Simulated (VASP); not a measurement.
Data:

```
CELL_PARAMETERS angstrom
      0.00000     2.61049     2.61049
      2.61049     0.00000     2.61049
      2.61049     2.61049     0.00000
ATOMIC_POSITIONS crystal
  Sr 0.00000 0.00000 0.00000
  O  0.50000 0.50000 0.50000
```

Calculation: r2SCAN meta-GGA, VASP's PBE PAW potentials (set 64) (plane waves; VASP). Numerical set-up: 600 eV cut-off, 8×8×8 Γ-centred mesh, Gaussian smearing of 0.050 eV, potentials Sr_sv O.

Question: What does the run give for the energy per atom (σ→0), pressure?

Answer: 
The energy per atom (σ→0) is -13.525 eV/atom and the pressure is -2.69 GPa.

The absolute energy has meaning only against runs of the same code, potentials and settings.

The compound is SrO in the rock salt structure. This cell was strained or had an atom moved on purpose.
